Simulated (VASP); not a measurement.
# Mg6CuB (Amm2) in VASP: settings compared, part 2 of 2

VASP 6.6.1.

**4. Molecular dynamics, PBE+rVV10 (volume scaled by 1.25)**

INCAR reads:

```
PREC = Normal
ENCUT = 450
EDIFF = 1E-5
ISMEAR = 1
SIGMA = 0.2
LREAL = Auto
LASPH = T
NELM = 60
ALGO = Fast
ISIF = 2
LWAVE = F
LCHARG = F
GGA = PE
LUSE_VDW = T
IVDW_NL = 2
BPARAM = 10.0
CPARAM = 0.0093
IBRION = 0
NSW = 40
POTIM = 1
TEBEG = 1500
TEEND = 1500
ISYM = 0
NELMIN = 4
RANDOM_SEED = 788564 0 0
MDALGO = 1
ANDERSEN_PROB = 0.1
```

KPOINTS reads:

```
Automatic mesh
0
Gamma
  3 2 2
```

POSCAR reads:

```
Mg6CuB
1.0
    3.9954831556      0.0000000000      0.0000000000
    0.0000000000      4.3608138777      5.3381882558
    0.0000000000     -4.3608138777      5.3381882558
Cu Mg B
1 6 1
Direct
    0.0000000000      0.9480530000      0.9480530000
    0.5000000000      0.1373250000      0.1373250000
    0.5000000000      0.1015620000      0.6667150000
    0.5000000000      0.6667150000      0.1015620000
    0.0000000000      0.3703950000      0.3703950000
    0.0000000000      0.4473610000      0.8057860000
    0.0000000000      0.8057860000      0.4473610000
    0.5000000000      0.5228050000      0.5228050000
```

Potentials or basis: VASP PAW PBE potentials, release 64 (Cu_GW, Mg_GW, B_GW).

Command:

```console
> cat potpaw_PBE.64/Cu_GW/POTCAR potpaw_PBE.64/Mg_GW/POTCAR potpaw_PBE.64/B_GW/POTCAR > POTCAR
> mpirun -np 1 vasp_std > vasp.out
```

OUTCAR:

```text
PREC = Normal
   ENCUT = 450
   EDIFF = 1E-5
   ISMEAR = 1
   LREAL = Auto
   LASPH = T
   NELM = 60
   ISIF = 2
   GGA = PE
   IVDW_NL = 2
   BPARAM = 10.0
   IBRION = 0
   NSW = 40
   POTIM = 1
   TEBEG = 1500
   ISYM = 0
   NELMIN = 4

 ion  position               nearest neighbor table
   1  0.000  0.948  0.948-
   2  0.500  0.137  0.137-
   3  0.500  0.102  0.667-
   4  0.500  0.667  0.102-
   5  0.000  0.370  0.370-
   6  0.000  0.447  0.806-
   7  0.000  0.806  0.447-
   8  0.500  0.523  0.523-

IMPORTANT INFORMATION: All symmetrisations will be switched off!
NOSYMM: (Re-)initialisation of all symmetry stuff for point group C_1.

----------------------------------------------------------------------------------------

                                     Primitive cell

  volume of cell :     186.0205

  direct lattice vectors                    reciprocal lattice vectors
     3.995483156  0.000000000  0.000000000     0.250282622  0.000000000  0.000000000
     0.000000000  4.360813878  5.338188256     0.000000000  0.114657496  0.093664737
     0.000000000 -4.360813878  5.338188256     0.000000000 -0.114657496  0.093664737

  length of vectors
     3.995483156  6.892963915  6.892963915     0.250282622  0.148052100  0.148052100

  position of ions in fractional coordinates (direct lattice)
     0.000000000  0.948053000  0.948053000
     0.500000000  0.137325000  0.137325000
     0.500000000  0.101562000  0.666715000
     0.500000000  0.666715000  0.101562000
     0.000000000  0.370395000  0.370395000
     0.000000000  0.447361000  0.805786000
     0.000000000  0.805786000  0.447361000
     0.500000000  0.522805000  0.522805000

  ion indices of the primitive-cell ions
   primitive index   ion index
                 1           1
                 2           2
                 3           3
                 4           4
                 5           5
                 6           6
[... 88 lines left out ...]
   LEPSILON=     F    determine dielectric tensor
   LRPA    =     F    only Hartree local field effects (RPA)
 molecular dynamics for ions
 non-spin polarized calculation
 RMM-DIIS sequential band-by-band and
 Methfessel and Paxton  Order N= 1 SIGMA  =   0.20
  energy-cutoff  :      450.00
  volume of cell :      186.02
 maximum number of plane-waves:      4052
   NGX = 13   NGY = 23   NGZ = 23

--------------------------------------- Ionic step        1  -------------------------------------------

 number of electron      26.0000031 magnetization

 Free energy of the ion-electron system (eV)
  ---------------------------------------------------
  ext. energy  EPLUGINS =         0.00000000
  ---------------------------------------------------
  free energy    TOTEN  =       -15.47014421 eV

  energy without entropy =      -15.46238815  energy(sigma->0) =      -15.46755886

------------------------ aborting loop because EDIFF is reached ----------------------------------------

  FORCE on cell =-STRESS in cart. coord.  units (eV):
  Direction    XX          YY          ZZ          XY          YZ          ZX
  --------------------------------------------------------------------------------------
  -------------------------------------------------------------------------------------
  Total       -8.8665794     -9.6018160     -7.5938255      0.0003814      0.0006382      0.0003560
  in kB      -76.3670390    -82.6995647    -65.4049264      0.0032846      0.0054964      0.0030658
  external PRESSURE =     -74.8238433 kB  Pullay stress =       0.0000000 kB
[... 133 lines left out ...]
  ENERGY OF THE ELECTRON-ION-THERMOSTAT SYSTEM (eV)
  ---------------------------------------------------
% ion-electron   TOTEN  =       -15.478981  see above
  kinetic energy EKIN   =         1.369617
  kin. lattice  EKIN_LAT=         0.000000  (temperature 1513.68 K)
  nose potential ES     =         0.000000
  nose kinetic   EPS    =         0.000000
  ---------------------------------------------------
  total energy   ETOTAL =       -14.109364 eV

[... ionic steps 4 to 37 ...]

--------------------------------------- Ionic step       38  -------------------------------------------

 number of electron      26.0000040 magnetization

------------------------ aborting loop because EDIFF is reached ----------------------------------------
[... 99 lines left out ...]
--------------------------------------- Ionic step       40  -------------------------------------------

 number of electron      26.0000012 magnetization

 Free energy of the ion-electron system (eV)
  ---------------------------------------------------
  ext. energy  EPLUGINS =         0.00000000
  ---------------------------------------------------
  free energy    TOTEN  =       -15.19283980 eV

  energy without entropy =      -15.17832298  energy(sigma->0) =      -15.18800086

 E-fermi :   2.0108     XC(G=0):  -8.4302

 val. band max:        2.0059509742   @ k =   0.0000   0.0000   0.0000
 cond. band min:       2.1011617849   @ k =   0.0000   0.0000   0.5000
 fundamental gap:      0.0952108108
 Fermi energy:         2.0108195317

 k-point     1 :       0.0000    0.0000    0.0000
  band No.  band energies     occupation
      1      -5.5311      2.00000
      2      -3.1059      2.00000
      3      -1.7531      2.00000
      4      -1.3973      2.00000
      5      -1.0780      2.00000
      6      -0.6044      2.00000
[... 198 lines left out ...]
  ENERGY OF THE ELECTRON-ION-THERMOSTAT SYSTEM (eV)
  ---------------------------------------------------
% ion-electron   TOTEN  =       -15.192840  see above
  kinetic energy EKIN   =         1.338253
  kin. lattice  EKIN_LAT=         0.000000  (temperature 1479.02 K)
  nose potential ES     =         0.000000
  nose kinetic   EPS    =         0.000000
  ---------------------------------------------------
  total energy   ETOTAL =       -13.854587 eV
```

Run time: 13 min. Hardware: 1 thread of Intel Xeon Platinum 8559C (Emerald Rapids), shared host; peak memory 0.33 GiB.

Caveat: the k mesh is coarse (spacing up to 0.52 Å⁻¹), so the values aren't converged.

**5. Overview**

```tsv
task	level	potentials or basis	cell	k mesh	cutoff (eV)	smearing	supercell matrix	temperature	mesh quality	gap on the mesh (eV)	pressure (GPa)	largest force (eV/Å)
atomic charges	revPBE+D3	VASP PAW PBE potentials, release 64 (Cu, Mg, B_s)	atoms moved at random, drawn with an rms of 0.1 Å	7 × 5 × 5	400	gaussian 0.05 eV	-	-	not flagged	none	-0.3	0.86
single point	rSCAN	VASP PAW PBE potentials, release 64 (Cu, Mg, B_s)	as given	7 × 5 × 5	400	methfessel-paxton 0.1 eV	-	-	not flagged	none	-0.9	0.16
molecular dynamics	PBE+rVV10	VASP PAW PBE potentials, release 64 (Cu_GW, Mg_GW, B_GW)	volume scaled by 1.25	3 × 2 × 2	450	methfessel-paxton 0.2 eV	[1, 0, 0, 0, 1, 0, 0, 0, 1]	1500	coarse	-	-	-
```

Alike in all rows: no spin polarisation.

Caveats: some runs use coarse meshes; the PAW data sets were made with another functional, which shifts forces and pressure a little (some runs); pairwise dispersion overbinds metals, which lowers pressure and volume (some runs).

Total energies depend on the potentials used, so only differences within one code and one set of settings carry meaning.
